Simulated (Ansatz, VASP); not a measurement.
## BIr in VASP and in Ansatz

```
B Ir
1.0
     2.99648    0.00000    0.00000
    -1.49824    2.59502    0.00000
     0.00000    0.00000    2.62188
B Ir
1 1
Direct
  0.33333 0.66667 0.50000
  0.00000 0.00000 0.00000
```

Change from the starting cell: strain -0.015 along x and y, -0.030 along z, atoms carried along.

Alike in both runs: task single point; functional LDA; k mesh 18 × 18 × 18; occupations gaussian, width 0.15 eV; no spin polarisation.

```csv
,VASP,Ansatz
version,VASP 6.6.1,Ansatz 0.2.0
potentials or method,"VASP PAW LDA potentials, release 64 (B, Ir)","scalar-relativistic, plane waves, PAW"
plane-wave cutoff (eV),520,420
valence electrons in the cell,12,20
```

Ansatz gave:

| Quantity | Value |
| --- | --- |
| gap on the k mesh at the Fermi level (eV) | none |
| pressure (GPa) | 11.5 |
| largest component of the traceless stress (GPa) | 9.98 |

Estimate VASP's values.

gap on the k mesh at the Fermi level (eV): none; pressure (GPa): 14.3; largest component of the traceless stress (GPa): 10.49.

A gap of «none» marks a metal or a gap that the smearing closes. The two sets of potentials don't hold the same shells in valence.

The runs have no spin-orbit coupling, so splittings on Ir are missing.
